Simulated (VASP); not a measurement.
Consider the following.

```
SnTe
1.0
    0.00000     3.16000     3.16000
    3.16000     0.00000     3.16000
    3.16000     3.16000     0.00000
Sn Te
1 1
Direct
  0.00000   0.00000   0.00000
  0.50000   0.50000   0.50000
```

All values below come from AM05 GGA, VASP's PBE PAW potentials (set 64) (plane waves; VASP). Run with 520 eV cut-off, 7×7×7 Γ-centred mesh, Gaussian smearing of 0.050 eV, potentials Sn_d Te.

The ions, cell shape and volume are relaxed. Which structure does the run end with?

```
SnTe
1.0
    0.00000     3.14922     3.14922
    3.14922     0.00000     3.14922
    3.14922     3.14922     0.00000
Sn Te
1 1
Direct
  0.00000   0.00000   0.00000
  0.50000   0.50000   0.50000
```
Space group Fm-3m (225), at a tolerance of 0.03 Å.

How do energy and volume change from the first to the last step?

The energy (σ→0) changes by -0.5 meV/atom and the volume by -1.0 %, in 3 ionic steps.

The compound is SnTe in the rock salt structure, which distorts at low temperature. This run relaxes it. Symmetry was kept, so distortions that lower it aren't found.
